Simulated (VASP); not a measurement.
# Sn3SO2 (P6/mmm) in VASP: reference runs

How does Sn3SO2 come out in PBE? The cell is run as given.

Everything below comes from runs of VASP 6.6.1. Logs are shortened: lines on timing, memory, paths and dates and some standing lists are left out, and cuts for length are marked.

### Step 1. Starting point

Symmetry: P6/mmm, No. 191, hexagonal system. Conventional cell: a = 6.351 Å, b = 6.351 Å, c = 3.516 Å, α = 90.00°, β = 90.00°, γ = 120.00°. Sn (site symmetry mmm) is surrounded by 4 O at 2.54 Å. S (site symmetry 6/mmm) is surrounded by 2 S at 3.52 Å and 12 Sn at 3.63 Å and 6 O at 3.67 Å. O (site symmetry -6m2) has 6 Sn at 2.54 Å as nearest neighbours.

The cell was built by a generator and needn't be a form met in nature.

### Step 2. Single point, PBE

The input, INCAR:

```
SYSTEM = Sn3SO2
PREC     = Accurate       ! precision mode
ENCUT    = 520            ! plane-wave cutoff, eV
EDIFF    = 1E-7           ! SCF threshold, eV
ISMEAR   = -1             ! smearing method
SIGMA    = 0.05           ! smearing width, eV
LREAL    = .FALSE.        ! projectors in reciprocal space
LASPH    = .TRUE.         ! aspherical terms in the spheres
NELM     = 80             ! most SCF steps
ALGO     = Normal         ! electronic algorithm
ISIF     = 2              ! what is computed and relaxed
LWAVE    = .FALSE.        ! write WAVECAR
LCHARG   = .FALSE.        ! write CHGCAR
GGA      = PE             ! functional
NBANDS   = 39             ! bands
```

The input, KPOINTS:

```
regular mesh
0
G
  5 5 8
  0 0 0
```

The input, POSCAR:

```
Sn3SO2
1.0
    6.3513525000      0.0000000000      0.0000000000
   -3.1756762500      5.5004326100      0.0000000000
    0.0000000000      0.0000000000      3.5157326300
Sn S O
3 1 2
Direct
    0.5000000000      0.0000000000      0.5000000000
    0.0000000000      0.5000000000      0.5000000000
    0.5000000000      0.5000000000      0.5000000000
    0.0000000000      0.0000000000      0.0000000000
    0.6666666700      0.3333333300      0.0000000000
    0.3333333300      0.6666666700      0.0000000000
```

Potentials or basis: VASP PAW PBE potentials, release 64 (Sn_d, S, O).

Command:

```sh
$ cat potpaw_PBE.64/Sn_d/POTCAR potpaw_PBE.64/S/POTCAR potpaw_PBE.64/O/POTCAR > POTCAR
$ mpirun -np 1 vasp_std > vasp.out
```

OUTCAR:

```text
SYSTEM = Sn3SO2
   PREC = Accurate
   ENCUT = 520
   EDIFF = 1E-7
   ISMEAR = -1
   LREAL = .FALSE.
   LASPH = .TRUE.
   NELM = 80
   ISIF = 2
   GGA = PE

 ion  position               nearest neighbor table
   1  0.500  0.000  0.500-   5 2.54   6 2.54   5 2.54   6 2.54   2 3.18   3 3.18   3 3.18   2 3.18

   2  0.000  0.500  0.500-   5 2.54   6 2.54   5 2.54   6 2.54   1 3.18   1 3.18   3 3.18   3 3.18

   3  0.500  0.500  0.500-   5 2.54   6 2.54   5 2.54   6 2.54   1 3.18   1 3.18   2 3.18   2 3.18

   4  0.000  0.000  0.000-
   5  0.667  0.333  0.000-   1 2.54   1 2.54   2 2.54   2 2.54   3 2.54   3 2.54
   6  0.333  0.667  0.000-   1 2.54   1 2.54   2 2.54   2 2.54   3 2.54   3 2.54

  LATTYP: Found a hexagonal cell.
 ALAT       =     6.3513525000
 C/A-ratio  =     0.5535407821

  Lattice vectors:

 A1 = (   6.3513525000,   0.0000000000,   0.0000000000)
 A2 = (  -3.1756762500,   5.5004326100,   0.0000000000)
 A3 = (   0.0000000000,   0.0000000000,   3.5157326300)

Analysis of symmetry for initial positions (statically):
=====================================================================
 Subroutine PRICEL returns:
 Original cell was already a primitive cell.

 Routine SETGRP: Setting up the symmetry group for a
 hexagonal supercell.

 Subroutine GETGRP returns: Found 24 space group operations
 (whereof 24 operations were pure point group operations)
 out of a pool of 24 trial point group operations.

The static configuration has the point symmetry D_6h.

Analysis of symmetry for dynamics (positions and initial velocities):
=====================================================================
 Subroutine PRICEL returns:
 Original cell was already a primitive cell.

 Routine SETGRP: Setting up the symmetry group for a
 hexagonal supercell.

 Subroutine GETGRP returns: Found 24 space group operations
 (whereof 24 operations were pure point group operations)
 out of a pool of 24 trial point group operations.

The dynamic configuration has the point symmetry D_6h.

 Subroutine INISYM returns: Found 24 space group operations
 (whereof 24 operations are pure point group operations),
 and found     1 'primitive' translations

----------------------------------------------------------------------------------------

                                     Primitive cell

  volume of cell :     122.8228

  direct lattice vectors                    reciprocal lattice vectors
     6.351352500  0.000000000  0.000000000     0.157446780  0.090901941  0.000000000
    -3.175676250  5.500432610  0.000000000     0.000000000  0.181803882  0.000000000
     0.000000000  0.000000000  3.515732630     0.000000000  0.000000000  0.284435737

  length of vectors
     6.351352500  6.351352497  3.515732630     0.181803882  0.181803882  0.284435737

  position of ions in fractional coordinates (direct lattice)
     0.500000000  0.000000000  0.500000000
     0.000000000  0.500000000  0.500000000
     0.500000000  0.500000000  0.500000000
     0.000000000  0.000000000  0.000000000
     0.666666670  0.333333330  0.000000000
     0.333333330  0.666666670  0.000000000

  ion indices of the primitive-cell ions
   primitive index   ion index
                 1           1
                 2           2
                 3           3
                 4           4
                 5           5
                 6           6

----------------------------------------------------------------------------------------

 KPOINTS: regular mesh

Automatic generation of k-mesh.
 Grid dimensions read from file:
 generate k-points for:    5    5    8

 Generating k-lattice:

  Cartesian coordinates                     Fractional coordinates (reciprocal lattice)
     0.031489356  0.018180388  0.000000000     0.200000000 -0.000000000  0.000000000
     0.000000000  0.036360776  0.000000000     0.000000000  0.200000000  0.000000000
     0.000000000  0.000000000  0.035554467     0.000000000  0.000000000  0.125000000

  Length of vectors
     0.036360776  0.036360776  0.035554467

  Shift w.r.t. Gamma in fractional coordinates (k-lattice)
     0.000000000  0.000000000  0.000000000

 Subroutine IBZKPT returns following result:
 ===========================================

 Found     25 irreducible k-points:

 Following reciprocal coordinates:
            Coordinates               Weight
  0.000000  0.000000  0.000000      1.000000
  0.200000  0.000000  0.000000      6.000000
  0.400000  0.000000  0.000000      6.000000
  0.200000  0.200000  0.000000      6.000000
  0.400000  0.200000  0.000000      6.000000
  0.000000  0.000000  0.125000      2.000000
[... 16 lines left out ...]
  0.400000  0.000000  0.500000      6.000000
  0.200000  0.200000  0.500000      6.000000
   k-points           NKPTS =     25   k-points in BZ     NKDIM =     25   number of bands    NBANDS=     39
   number of dos      NEDOS =    301   number of ions     NIONS =      6
   total plane-waves  NPLWV =  64512
   dimension x,y,z NGX =    48 NGY =   48 NGZ =   28
   dimension x,y,z NGXF=    96 NGYF=   96 NGZF=   56
   ions per type =               3   1   2
   NGX,Y,Z   is equivalent  to a cutoff of  12.56, 12.56, 13.24 a.u.
   NGXF,Y,Z  is equivalent  to a cutoff of  25.13, 25.13, 26.48 a.u.
 SYSTEM =  Sn3SO2
   PREC   = accura    normal or accurate (medium, high low for compatibility)
   ISTART =      0    job   : 0-new  1-cont  2-samecut
   ICHARG =      2    charge: 1-file 2-atom 10-const
   ISPIN  =      1    spin polarized calculation?
   LNONCOLLINEAR =      F non collinear calculations
   LSORBIT =      F    spin-orbit coupling
   LASPH  =      T    aspherical Exc in radial PAW
   ENCUT  =  520.0 eV  38.22 Ry    6.18 a.u.  11.81 11.81  6.54*2*pi/ulx,y,z
   NELM   =     80;   NELMIN=  2; NELMDL= -5     # of ELM steps
   EDIFF  = 0.1E-06   stopping-criterion for ELM
   LREAL  =      F    real-space projection
   EDIFFG = 0.1E-05   stopping-criterion for IOM
   NSW    =      0    number of steps for IOM
   IBRION =     -1    ionic relax: 0-MD 1-quasi-New 2-CG
   NFREE  =      0    steps in history (QN), initial steepest desc. (CG)
   ISIF   =      2    stress and relaxation
   ISYM   =      2    0-nonsym 1-usesym 2-fastsym
   POTIM  = 0.5000    time-step for ionic-motion
   TEBEG  =    0.0;   TEEND  =   0.0 temperature during run
   PSTRESS=    0.0 pullay stress
   NELECT =      60.0000    total number of electrons
   NUPDOWN=      -1.0000    fix difference up-down
   EMIN   =  10.00;   EMAX   =-10.00  energy-range for DOS
   EFERMI =   0.00;   METHOD = LEGACY
   ISMEAR =    -1;   SIGMA  =   0.05  broadening in eV -4-tet -1-fermi 0-gaus
   EFERMI_NEDOS =   21; number of points for ismear=-14 and -15
   IALGO  =     38    algorithm
   IMIX   =      4    mixing-type and parameters
     AMIX     =   0.40;   BMIX     =  1.00
     AMIX_MAG =   1.60;   BMIX_MAG =  1.00
  volume/ion in A,a.u.               =      20.47       138.14
  Fermi-wavevector in a.u.,A,eV,Ry     =   1.289335  2.436489 22.618101  1.662384
  Thomas-Fermi vector in A             =   2.421234
   LORBIT       =      0    0 simple, 1 ext, 2 COOP (PROOUT), +10 PAW based schemes
   GGA     = PE    functional components
   LHFCALC =     F    Hartree Fock is set to
   AEXX    =    0.0000 exact exchange contribution
   IVDW    =     0    specifies the selected vdW correction
   LEPSILON=     F    determine dielectric tensor
   LRPA    =     F    only Hartree local field effects (RPA)
 non-spin polarized calculation
  energy-cutoff  :      520.00
  volume of cell :      122.82
 maximum number of plane-waves:      3343
 NGX is ok and might be reduce to    48
   NGX = 23   NGY = 23   NGZ = 13

 number of electron      59.9999998 magnetization

 Free energy of the ion-electron system (eV)
  ---------------------------------------------------
  ext. energy  EPLUGINS =         0.00000000
  ---------------------------------------------------
  free energy    TOTEN  =       -27.39437748 eV

  energy without entropy =      -27.38479947  energy(sigma->0) =      -27.38958848

 E-fermi :   6.1243     XC(G=0): -10.0889

 val. band max:        6.0293792525   @ k =   0.2000   0.0000   0.5000
 cond. band min:       6.1565003235   @ k =   0.0000   0.0000   0.5000
 fundamental gap:      0.1271210710
 Fermi energy:         6.1242502780

 k-point     1 :       0.0000    0.0000    0.0000
  band No.  band energies     occupation
      1     -15.7902      2.00000
      2     -15.7417      2.00000
      3     -15.7417      2.00000
      4     -15.6938      2.00000
      5     -15.6098      2.00000
      6     -15.5928      2.00000
[... 31 lines left out ...]
     38      12.4506      0.00000
     39      12.9689      0.00000

 k-point     2 :       0.2000    0.0000    0.0000
  band No.  band energies     occupation
      1     -15.7701      2.00000
      2     -15.7350      2.00000
      3     -15.7176      2.00000
      4     -15.6860      2.00000
      5     -15.6028      2.00000
      6     -15.6009      2.00000
[... 31 lines left out ...]
     38      12.3268      0.00000
     39      13.2086      0.00000

 k-point     3 :       0.4000    0.0000    0.0000
  band No.  band energies     occupation
      1     -15.7475      2.00000
      2     -15.6980      2.00000
      3     -15.6604      2.00000
      4     -15.6561      2.00000
      5     -15.6266      2.00000
      6     -15.6017      2.00000
[... 31 lines left out ...]
     38      12.0604      0.00000
     39      13.6013      0.00000

 k-point     4 :       0.2000    0.2000    0.0000
  band No.  band energies     occupation
      1     -15.7362      2.00000
      2     -15.7246      2.00000
      3     -15.6852      2.00000
      4     -15.6587      2.00000
      5     -15.6214      2.00000
      6     -15.5942      2.00000
[... 31 lines left out ...]
     38      12.1265      0.00000
     39      12.8487      0.00000
[... 754 lines left out ...]
     38      12.1994      0.00000
     39      12.9158      0.00000

 k-point    23 :       0.4000    0.0000    0.5000
  band No.  band energies     occupation
      1     -15.7417      2.00000
      2     -15.7284      2.00000
      3     -15.6672      2.00000
      4     -15.6430      2.00000
      5     -15.6264      2.00000
      6     -15.5981      2.00000
[... 31 lines left out ...]
     38      10.9764      0.00000
     39      12.8687      0.00000

 k-point    24 :       0.2000    0.2000    0.5000
  band No.  band energies     occupation
      1     -15.7536      2.00000
      2     -15.7139      2.00000
      3     -15.7034      2.00000
      4     -15.6553      2.00000
      5     -15.6254      2.00000
      6     -15.6017      2.00000
[... 31 lines left out ...]
     38      11.7690      0.00000
     39      12.2687      0.00000

 [... further k-points ...]

------------------------ aborting loop because EDIFF is reached ----------------------------------------

  FORCE on cell =-STRESS in cart. coord.  units (eV):
  Direction    XX          YY          ZZ          XY          YZ          ZX
  --------------------------------------------------------------------------------------
  -------------------------------------------------------------------------------------
  Total       -0.3338806     -0.3338806     -3.3097738      0.0000000     -0.0000000     -0.0000000
  in kB       -4.3553483     -4.3553483    -43.1747658      0.0000000     -0.0000000     -0.0000000
  external PRESSURE =     -17.2951542 kB  Pullay stress =       0.0000000 kB

 VOLUME and BASIS-vectors are now :
 -----------------------------------------------------------------------------
  energy-cutoff  :      520.00
  volume of cell :      122.82
      direct lattice vectors                 reciprocal lattice vectors
     6.351352500  0.000000000  0.000000000     0.157446780  0.090901941  0.000000000
    -3.175676250  5.500432610  0.000000000     0.000000000  0.181803882  0.000000000
     0.000000000  0.000000000  3.515732630     0.000000000  0.000000000  0.284435737

 POSITION                                       TOTAL-FORCE (eV/Angst)
 -----------------------------------------------------------------------------------
      3.17568      0.00000      1.75787        -0.000000      0.000000      0.000000
     -1.58784      2.75022      1.75787        -0.000000      0.000000      0.000000
      1.58784      2.75022      1.75787        -0.000000      0.000000      0.000000
      0.00000      0.00000      0.00000        -0.000000      0.000000      0.000000
      3.17568      1.83348      0.00000        -0.000000     -0.000000      0.000000
     -0.00000      3.66696      0.00000         0.000000     -0.000000      0.000000
 -----------------------------------------------------------------------------------
    total drift:                                0.000000      0.000000     -0.000000

  FREE ENERGIE OF THE ION-ELECTRON SYSTEM (eV)
  ---------------------------------------------------
  free  energy   TOTEN  =       -27.3943774848 eV

  energy  without entropy=      -27.3847994745  energy(sigma->0) =      -27.38958848
```

Run time: 4.6 min. Hardware: 1 thread of Intel Xeon Platinum 8175M at 2.50GHz (Skylake/Cascade Lake), shared host; peak memory 0.29 GiB.

What came out:

- Free energy: -27.3944 eV
- Pressure: -1.7 GPa
- Band gap on the k mesh: none (metal or under the smearing width)

Stress tensor (GPa, compression positive):
```
-0.44  0.00  0.00
 0.00 -0.44  0.00
 0.00  0.00 -4.32
```
